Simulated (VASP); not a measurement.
An input for Ansatz (written as the equivalent of a VASP run, and not itself run):

Ansatz 0.2 input:
```yaml
crystal:
  lattice:
    - [2.7640723, 0.0000000, 0.0000000]
    - [-1.3820361, 2.3937570, 0.0000000]
    - [0.0000000, 0.0000000, 5.6627607]
  atoms:
    - { symbol: Tc, position: [0.0000000, 0.0000000, 0.0000000] }
    - { symbol: Tc, position: [0.0000000, 0.0000000, 0.5000000] }
    - { symbol: N, position: [0.6666670, 0.3333330, 0.7500000] }
    - { symbol: N, position: [0.3333330, 0.6666670, 0.2500000] }
kpoints:
  mp_grid: { grid: [14, 14, 6] }
hamiltonian:
  xc: pbesol
  pseudopotentials: { kind: paw }
scf:
  occupations: { method: tetrahedron }
  max_iter: 100
output: { forces: true, stress: true, eigenvalues: true }
```

Write the VASP files for the same calculation (PBEsol).

One answer among several that fit: 
**POSCAR**
```
TcN
1
    2.7640722699    -0.0000000000    -0.0000000000
   -1.3820361350     2.3937570291     0.0000000000
   -0.0000000000     0.0000000000     5.6627606507
Tc N
2 2
Direct
  0.0000000000   0.0000000000   0.0000000000
  0.0000000000   0.0000000000   0.5000000000
  0.6666670000   0.3333330000   0.7500000000
  0.3333330000   0.6666670000   0.2500000000
```

### INCAR
```
! general
SYSTEM  = TcN
PREC    = Accurate
ENCUT   = 520   ! plane-wave cut-off (eV)
LREAL   = .False.
LASPH   = .True.

! electronic loop
EDIFF   = 1E-7   ! SCF stop (eV)
NELM    = 100
ALGO    = Normal
LMAXMIX = 4

! smearing
ISMEAR  = -5   ! tetrahedra, Bloechl

! functional
GGA     = PS   ! PBEsol

! ions
ISIF    = 2

! output
LWAVE   = .False.
LCHARG  = .True.
LORBIT  = 11
NEDOS   = 601   ! DOS grid

! other
LEFG    = .True.
```

**KPOINTS**
```
kpoints
0
gamma
  14 14 6
```

POTCAR, in this order: Tc_pv N (PBE.64 set). Program: vasp_std.

Limits of the translation: each code has its own PAW files, so the cut-off isn't converted (ENCUT is set for VASP's; basis.ecutwfc is left out, and Ansatz then takes the one that its files recommend); Ansatz stops its SCF on the density residual and VASP on the energy change (EDIFF); the field gradients of LEFG aren't asked of the other code.

The structure comes from a computed database's TcN entry (P6_3/mmc); how it stands against other phases isn't given here. It was relaxed first.
